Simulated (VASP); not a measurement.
Data:

```
CELL_PARAMETERS angstrom
      0.00000     3.04923     3.04923
      3.04923     0.00000     3.04923
      3.04923     3.04923     0.00000
ATOMIC_POSITIONS crystal
  In 0.00000 0.00000 0.00000
  As 0.25000 0.25000 0.25000
```

Calculation: MS2 meta-GGA, VASP's PBE PAW potentials (set 64) (plane waves; VASP). Settings: 520 eV cut-off, 9×9×9 Γ-centred mesh, first-order Methfessel-Paxton smearing of 0.10 eV, potentials In_d As.

Unless said otherwise, spin-orbit coupling is left out, though it shifts the bands of the heavy elements here.

**Question.** What does the run give for the energy per atom (σ→0), band gap (on the k-mesh) with the smallest direct gap where there is one?

**Answer.** 
```json
{
 "band gap (on the k-mesh)": "none (metal, semimetal or under 0.01 eV)",
 "energy per atom (σ→0)": "-2.746 eV/atom"
}
```

The absolute energy has meaning only against runs of the same code, potentials and settings.

The compound is InAs in the zinc blende structure. It was relaxed first. The start is the result of an earlier pass.
